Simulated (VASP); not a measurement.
A run of VASP 6.6.1:

Contents of INCAR:

```
SYSTEM = AlCo
  PREC = Accurate
  ENCUT = 600
  EDIFF = 1E-7
  ISMEAR = 1
  SIGMA = 0.1
  LREAL = .FALSE.
  LASPH = .TRUE.
  NELM = 80
  ALGO = Normal
  ISIF = 2
  LWAVE = .FALSE.
  LCHARG = .FALSE.
  METAGGA = R2SCAN
  LMIXTAU = .TRUE.
  IBRION = 2
  NSW = 40
  EDIFFG = -0.01
```

Contents of KPOINTS:

```
Automatic mesh
0
G
  14 14 14
  0 0 0
```

POSCAR

```
AlCo                                    
1.0
    2.7832225546     -0.0000000000     -0.0000000000
   -0.0000000000      2.7832225546     -0.0000000000
    0.0000000000     -0.0000000000      2.7832225546
  Al              Co            
     1     1
Direct
     0.0000000000000000    0.0000000000000000    0.0000000000000000
     0.5000000000000000    0.5000000000000000    0.5000000000000000
```

Potentials or basis: VASP PAW PBE potentials, release 64 (Al, Co).

Command:

```bash
$ cat potpaw_PBE.64/Al/POTCAR potpaw_PBE.64/Co/POTCAR > POTCAR
$ mpirun -np 1 vasp_std > vasp.out
```

Hardware: 1 thread of Intel(R) Xeon(R) 6975P-C (Granite Rapids) (shared host).

Problem. Estimate the wall time of this run.

Solution. It took 33 s on 1 thread of Intel(R) Xeon(R) 6975P-C (Granite Rapids), with other jobs on the host, peak memory 0.17 GiB. Counts: scf iterations 15, k points 120, ion steps 1.
